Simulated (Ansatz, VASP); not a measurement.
**One calculation of AlSi2Cl, two programs**

```
CELL_PARAMETERS angstrom
4.48888 0.00000 0.00000
-2.24444 3.88749 0.00000
0.00000 0.00000 5.11469
ATOMIC_POSITIONS crystal
Al 0.00000 0.00000 0.50000
Si 0.33333 0.66667 0.50000
Si 0.66667 0.33333 0.50000
Cl 0.00000 0.00000 0.00000
```

Alike in both runs: task relaxation of cell and atoms; functional PBE; k mesh 12 × 12 × 10; occupations gaussian, width 0.1 eV; no spin polarisation.

|  | VASP | Ansatz |
| --- | --- | --- |
| version | VASP 6.6.1 | Ansatz 0.2.0 |
| potentials or method | VASP PAW PBE potentials, release 64 (Al, Si, Cl) | scalar-relativistic, plane waves, PAW |
| plane-wave cutoff (eV) | 600 | 420 |
| valence electrons in the cell | 18 | 18 |

Ansatz gave:

```
gap on the k mesh at the Fermi level, each at its own relaxed structure (eV) : none
relaxed volume (Å³/atom)                                                     : 22.33
relaxed cell length with the largest relative difference (Å)                 : 5.127
```

Task: Estimate VASP's values.

Result: gap on the k mesh at the Fermi level, each at its own relaxed structure (eV): none; relaxed volume (Å³/atom): 22.30; relaxed cell length with the largest relative difference (Å): 5.122.

A gap of «none» marks a metal or a gap that the smearing closes.
